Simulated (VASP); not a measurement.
Here is the system:

```yaml
crystal:
  lattice:
    - [0.00000, 3.05860, 3.05860]
    - [3.05860, 0.00000, 3.05860]
    - [3.05860, 3.05860, 0.00000]
  atoms:
    - { symbol: Cd, position: [0.00000, 0.00000, 0.00000] }
    - { symbol: Se, position: [0.25000, 0.25000, 0.25000] }
```

Calculation: AM05 GGA, VASP's PBE PAW potentials (set 64) (plane waves; VASP). Run with 520 eV cut-off, 8×8×8 Γ-centred mesh, Gaussian smearing of 0.050 eV, potentials Cd Se.

Task: Give the energy at these volumes per atom, relative to the lowest: 26.89, 27.75, 28.61, 29.47, 30.32 Å³.

Result: 17.9, 4.2, 0.0, 3.7, 14.0 meV/atom. A third-order Birch-Murnaghan fit gives B0 = 49.1 GPa and B0′ = 4.7.

Measured: a 6.077 Å (computed value off by +0.7 %), as given by arXiv:1206.3780. The calculation is for a static lattice, while the measured a holds thermal and zero-point effects, which are part of the difference.

The compound is CdSe in the zinc blende structure, whereas wurtzite is the usual form. It was relaxed first.
